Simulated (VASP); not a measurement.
# Y2C in VASP: further runs, part 2 of 2

VASP 6.6.1.

**4. Single point, PBEsol**

This run uses another cell than the first one, of 31.67 Å³/atom, 0.807 times its volume.

The input, INCAR:

```
SYSTEM = Y2C
PREC = Accurate ; ENCUT = 460
EDIFF = 1E-7 ; ISMEAR = 1
SIGMA = 0.1 ; LREAL = .False.
LASPH = .True. ; NELM = 120
ALGO = Normal ; ISIF = 2
LWAVE = .False. ; LCHARG = .False.
LDIPOL = .True. ; IDIPOL = 3
DIPOL = 0.5 0.5 0.500 ; GGA = PS
NBANDS = 40 ; LVHAR = .True.
LVACPOTAV = .True.
```

The input, KPOINTS:

```
Automatic mesh
0
Gamma
  13 13 1
  0 0 0
```

The input, POSCAR:

```
Y2C
1.0
    3.6248384738      0.0000000000      0.0000000000
   -1.8124192369      3.1392022029      0.0000000000
    0.0000000000      0.0000000000     16.6970909600
Y C
4 2
Direct
    0.0000000000      0.0000000000      0.2395626885
    0.3333333333      0.6666666667      0.4018119669
    0.6666666667      0.3333333333      0.5981880331
    0.0000000000      0.0000000000      0.7604373115
    0.6666666667      0.3333333333      0.3206873277
    0.3333333333      0.6666666667      0.6793126723
```

Potentials or basis: VASP PAW PBE potentials, release 64 (Y_sv, C).

Started as:

```console
$ cat potpaw_PBE.64/Y_sv/POTCAR potpaw_PBE.64/C/POTCAR > POTCAR
$ mpirun -np 1 vasp_std > vasp.out
```

OUTCAR:

```text
SYSTEM = Y2C
   PREC = Accurate
   ENCUT = 460
   EDIFF = 1E-7
   ISMEAR = 1
   LREAL = .False.
   LASPH = .True.
   NELM = 120
   ISIF = 2
   GGA = PS

 Found     21 irreducible k-points:

 Following reciprocal coordinates:
            Coordinates               Weight
  0.000000  0.000000  0.000000      1.000000
  0.076923 -0.000000  0.000000      6.000000
  0.153846  0.000000  0.000000      6.000000
  0.230769  0.000000  0.000000      6.000000
  0.307692  0.000000  0.000000      6.000000
  0.384615 -0.000000  0.000000      6.000000
   k-points           NKPTS =     21   k-points in BZ     NKDIM =     21   number of bands    NBANDS=     40
   number of dos      NEDOS =    301   number of ions     NIONS =      6
   total plane-waves  NPLWV =  94080
   dimension x,y,z NGX =    28 NGY =   28 NGZ =  120
   dimension x,y,z NGXF=    56 NGYF=   56 NGZF=  240
   ions per type =               4   2
   NGX,Y,Z   is equivalent  to a cutoff of  12.84, 12.84, 11.95 a.u.
   NGXF,Y,Z  is equivalent  to a cutoff of  25.68, 25.68, 23.90 a.u.
 SYSTEM =  Y2C
   PREC   = accura    normal or accurate (medium, high low for compatibility)
   ISTART =      0    job   : 0-new  1-cont  2-samecut
   ICHARG =      2    charge: 1-file 2-atom 10-const
   ISPIN  =      1    spin polarized calculation?
   LNONCOLLINEAR =      F non collinear calculations
   LSORBIT =      F    spin-orbit coupling
   LASPH  =      T    aspherical Exc in radial PAW
   ENCUT  =  460.0 eV  33.81 Ry    5.81 a.u.   6.34  6.34 29.20*2*pi/ulx,y,z
   NELM   =    120;   NELMIN=  2; NELMDL= -5     # of ELM steps
   EDIFF  = 0.1E-06   stopping-criterion for ELM
   LREAL  =      F    real-space projection
   EDIFFG = 0.1E-05   stopping-criterion for IOM
   NSW    =      0    number of steps for IOM
   IBRION =     -1    ionic relax: 0-MD 1-quasi-New 2-CG
   NFREE  =      0    steps in history (QN), initial steepest desc. (CG)
   ISIF   =      2    stress and relaxation
   ISYM   =      2    0-nonsym 1-usesym 2-fastsym
   POTIM  = 0.5000    time-step for ionic-motion
   TEBEG  =    0.0;   TEEND  =   0.0 temperature during run
   PSTRESS=    0.0 pullay stress
   NELECT =      52.0000    total number of electrons
   NUPDOWN=      -1.0000    fix difference up-down
   EMIN   =  10.00;   EMAX   =-10.00  energy-range for DOS
   EFERMI =   0.00;   METHOD = LEGACY
   ISMEAR =     1;   SIGMA  =   0.10  broadening in eV -4-tet -1-fermi 0-gaus
   EFERMI_NEDOS =   21; number of points for ismear=-14 and -15
   IALGO  =     38    algorithm
   IMIX   =      4    mixing-type and parameters
     AMIX     =   0.40;   BMIX     =  1.00
     AMIX_MAG =   1.60;   BMIX_MAG =  1.00
  volume/ion in A,a.u.               =      31.67       213.69
  Fermi-wavevector in a.u.,A,eV,Ry     =   1.062902  2.008593 15.371313  1.129760
  Thomas-Fermi vector in A             =   2.198368
   LORBIT       =      0    0 simple, 1 ext, 2 COOP (PROOUT), +10 PAW based schemes
   GGA     = PS    functional components
   LHFCALC =     F    Hartree Fock is set to
   AEXX    =    0.0000 exact exchange contribution
   IVDW    =     0    specifies the selected vdW correction
   LEPSILON=     F    determine dielectric tensor
   LRPA    =     F    only Hartree local field effects (RPA)
 non-spin polarized calculation
 Methfessel and Paxton  Order N= 1 SIGMA  =   0.10
  energy-cutoff  :      460.00
  volume of cell :      190.00
 maximum number of plane-waves:      4282
 NGX is ok and might be reduce to    28
   NGX = 13   NGY = 13   NGZ = 59

 number of electron      51.9999997 magnetization

 dipolmoment           0.000000      0.000000      0.000000 electrons x Angstroem

 Free energy of the ion-electron system (eV)
  ---------------------------------------------------
  ext. energy  EPLUGINS =         0.00000000
  ---------------------------------------------------
  free energy    TOTEN  =       -47.27079281 eV

  energy without entropy =      -47.26720935  energy(sigma->0) =      -47.26959832

 E-fermi :   1.5174     XC(G=0):  -8.0215

 val. band max:        1.5056210854   @ k =   0.3077   0.0000   0.0000
 cond. band min:       1.5268112894   @ k =   0.3846   0.0769   0.0000
 fundamental gap:      0.0211902040
 Fermi energy:         1.5174145260

 k-point     1 :       0.0000    0.0000    0.0000
  band No.  band energies     occupation
      1     -40.8585      2.00000
      2     -40.8585      2.00000
      3     -40.3749      2.00000
      4     -40.3630      2.00000
      5     -21.1010      2.00000
      6     -21.0840      2.00000
[... 30 lines left out ...]
     37       5.1227      0.00000
     38       5.1227      0.00000

 k-point     2 :       0.0769   -0.0000    0.0000
  band No.  band energies     occupation
      1     -40.8561      2.00000
      2     -40.8561      2.00000
      3     -40.3725      2.00000
      4     -40.3609      2.00000
      5     -21.0942      2.00000
      6     -21.0787      2.00000
[... 30 lines left out ...]
     37       5.1419      0.00000
     38       5.1642      0.00000

 k-point     3 :       0.1538    0.0000    0.0000
  band No.  band energies     occupation
      1     -40.8493      2.00000
      2     -40.8493      2.00000
      3     -40.3657      2.00000
      4     -40.3550      2.00000
      5     -21.0762      2.00000
      6     -21.0645      2.00000
[... 30 lines left out ...]
     37       5.1523      0.00000
     38       5.3106      0.00000

 k-point     4 :       0.2308    0.0000    0.0000
  band No.  band energies     occupation
      1     -40.8398      2.00000
      2     -40.8398      2.00000
      3     -40.3561      2.00000
      4     -40.3469      2.00000
      5     -21.0551      2.00000
      6     -21.0485      2.00000
[... 30 lines left out ...]
     37       5.3036      0.00000
     38       5.3716      0.00000

 k-point     5 :       0.3077    0.0000    0.0000
  band No.  band energies     occupation
      1     -40.8296      2.00000
      2     -40.8296      2.00000
      3     -40.3458      2.00000
      4     -40.3383      2.00000
      5     -21.0570      2.00000
      6     -21.0556      2.00000
[... 30 lines left out ...]
     37       5.4988      0.00000
     38       5.8557      0.00000

 k-point     6 :       0.3846   -0.0000    0.0000
  band No.  band energies     occupation
      1     -40.8212      2.00000
      2     -40.8212      2.00000
      3     -40.3370      2.00000
      4     -40.3314      2.00000
      5     -21.1161      2.00000
      6     -21.1146      2.00000
[... 30 lines left out ...]
     37       5.8748      0.00000
     38       6.0680      0.00000

 [... further k-points ...]

 [bands above 38 left out]

------------------------ aborting loop because EDIFF is reached ----------------------------------------

  FORCE on cell =-STRESS in cart. coord.  units (eV):
  Direction    XX          YY          ZZ          XY          YZ          ZX
  --------------------------------------------------------------------------------------
  -------------------------------------------------------------------------------------
  Total       -4.4372999     -4.4372999     -2.9148275     -0.0000000     -0.0000000     -0.0000000
  in kB      -37.4180027    -37.4180027    -24.5795924     -0.0000000     -0.0000000     -0.0000000
  external PRESSURE =     -33.1385326 kB  Pullay stress =       0.0000000 kB

 VOLUME and BASIS-vectors are now :
 -----------------------------------------------------------------------------
  energy-cutoff  :      460.00
  volume of cell :      190.00
      direct lattice vectors                 reciprocal lattice vectors
     3.624838474  0.000000000  0.000000000     0.275874362  0.159276137  0.000000000
    -1.812419237  3.139202203  0.000000000     0.000000000  0.318552274  0.000000000
     0.000000000  0.000000000 16.697090960     0.000000000  0.000000000  0.059890672

 POSITION                                       TOTAL-FORCE (eV/Angst)
 -----------------------------------------------------------------------------------
      0.00000      0.00000      4.00000        -0.000000      0.000000      0.810652
     -0.00000      2.09280      6.70909         0.000000      0.000000     -0.348853
      1.81242      1.04640      9.98800         0.000000      0.000000      0.348853
      0.00000      0.00000     12.69709        -0.000000     -0.000000     -0.810652
      1.81242      1.04640      5.35455         0.000000      0.000000     -0.562722
     -0.00000      2.09280     11.34255        -0.000000     -0.000000      0.562722
 -----------------------------------------------------------------------------------
    total drift:                               -0.000000      0.000000      0.000000

  FREE ENERGIE OF THE ION-ELECTRON SYSTEM (eV)
  ---------------------------------------------------
  free  energy   TOTEN  =       -47.2707928060 eV

  energy  without entropy=      -47.2672093501  energy(sigma->0) =      -47.26959832
```

Wall time 2 min (1 thread of Intel Xeon 6975P-C (Granite Rapids), shared host); peak memory 0.35 GiB.

The run converged, but some of its settings lie outside the range that counts as converged, so its numbers aren't taken as properties of the slab.

What came out:

```yaml
Free_energy: -47.2708 eV
Largest_force: 0.811 eV/Å
Band_gap_on_the_k_mesh: none (metal or under the smearing width)
```

Caveat: the cutoff is under 1.25 times the usual one of these potentials, so pressure, stress and relaxed cells hold a basis-set (Pulay) error; the PAW data sets were made with another functional, which shifts forces and pressure a little.
